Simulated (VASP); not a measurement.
Input:

```yaml
crystal:
  lattice:
    - [0.00000, 2.96612, 2.96612]
    - [2.96612, 0.00000, 2.96612]
    - [2.96612, 2.96612, 0.00000]
  atoms:
    - { symbol: Pb, position: [0.00000, 0.00000, 0.00000] }
    - { symbol: S, position: [0.50000, 0.50000, 0.50000] }
```

These are PBE GGA with D4 dispersion, VASP's PBE PAW potentials (set 64) (plane waves; VASP) values and carry that method's errors. Run with 520 eV cut-off, 8×8×8 Γ-centred mesh, Gaussian smearing of 0.050 eV, potentials Pb_d S.

Unless said otherwise, spin-orbit coupling is left out, though it shifts the bands of the heavy elements here.

Problem. Estimate the energy per atom (σ→0), band gap (on the k-mesh) with the smallest direct gap where there is one.

Solution. 
```
Property                                      Value
-----------------------------------  --------------
band gap (on the k-mesh)                    0.37 eV
smallest direct gap (on the k-mesh)         0.37 eV
energy per atom (σ→0)                -4.756 eV/atom
```

Total energies compare only between runs with the same potentials, cut-off and functional.

The compound is PbS in the rock salt structure. It was relaxed first.
